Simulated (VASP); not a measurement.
An input for Quantum ESPRESSO's pw.x (written as the equivalent of a VASP run, and not itself run):

```
&CONTROL
  calculation = 'vc-relax'
  pseudo_dir = './pseudo'
  outdir = './out'
  tprnfor = .true.
  tstress = .true.
  nstep = 40
  forc_conv_thr = 0.00078
/
&SYSTEM
  ibrav = 0
  nat = 6
  ntyp = 2
  ecutwfc = 86
  occupations = 'smearing'
  smearing = 'gaussian'
  degauss = 0.003675
  input_dft = 'pbesol'
/
&ELECTRONS
  conv_thr = 7.3e-08
  electron_maxstep = 100
/
&IONS
/
&CELL
  press = 100
/
ATOMIC_SPECIES
  Mo 95.950 Mo.upf
  Se 78.971 Se.upf
CELL_PARAMETERS angstrom
     1.5897310   -2.7534958    0.0000000
     1.5897310    2.7534958   -0.0000000
    -0.0000000   -0.0000000   11.9935347
ATOMIC_POSITIONS crystal
  Mo   0.3333330  0.6666670  0.2500000
  Mo   0.6666670  0.3333330  0.7500000
  Se   0.3333330  0.6666670  0.8899659
  Se   0.6666670  0.3333330  0.3899659
  Se   0.6666670  0.3333330  0.1100341
  Se   0.3333330  0.6666670  0.6100341
K_POINTS automatic
  8 8 2 0 0 0
```

Translate this input to VASP (INCAR, KPOINTS, POSCAR, choice of POTCAR).

Several could match; the one computed here: 
### INCAR
```
# general
SYSTEM  = MoSe2
PREC    = Accurate
ENCUT   = 500   # plane-wave cut-off (eV)
LREAL   = .FALSE.
LASPH   = .TRUE.   # aspherical one-centre terms

# electronic loop
EDIFF   = 1E-6   # SCF stop (eV)
NELM    = 100   # most electronic steps
ALGO    = Normal   # blocked Davidson
LMAXMIX = 4   # l cut-off of mixed one-centre charges

# smearing
ISMEAR  = 0   # Gaussian
SIGMA   = 0.05   # width (eV)

# functional
GGA     = PS

# ions
IBRION  = 2   # conjugate gradients
NSW     = 40   # most ionic steps
ISIF    = 3
EDIFFG  = -0.02   # ionic stop
PSTRESS = 100   # kbar

# output
LWAVE   = .FALSE.
LCHARG  = .FALSE.
```

### KPOINTS
```
Automatic mesh
0
Gamma
8 8 2
0 0 0
```

File POSCAR:
```
MoSe2
1.0
  1.5897310241  -2.7534958215   0.0000000000
  1.5897310241   2.7534958215   0.0000000000
  0.0000000000   0.0000000000  11.9935346981
Mo Se
2 4
direct
  0.3333330000   0.6666670000   0.2500000000
  0.6666670000   0.3333330000   0.7500000000
  0.3333330000   0.6666670000   0.8899658629
  0.6666670000   0.3333330000   0.3899658629
  0.6666670000   0.3333330000   0.1100341371
  0.3333330000   0.6666670000   0.6100341371
```

POTCAR, in this order: Mo_sv Se (PBE.64 set). Program: vasp_std.

Limits of the translation: the potentials are each code's own (VASP's PAW set, PseudoDojo norm-conserving files in pw.x), so ENCUT and ecutwfc are chosen apart and not converted; conv_thr bounds pw.x's estimated SCF error, while EDIFF bounds the energy change between steps; forc_conv_thr acts on force components and is met together with etot_conv_thr.

The compound is MoSe2 in the 2H layered structure. It was relaxed first under an external pressure of 10 GPa.
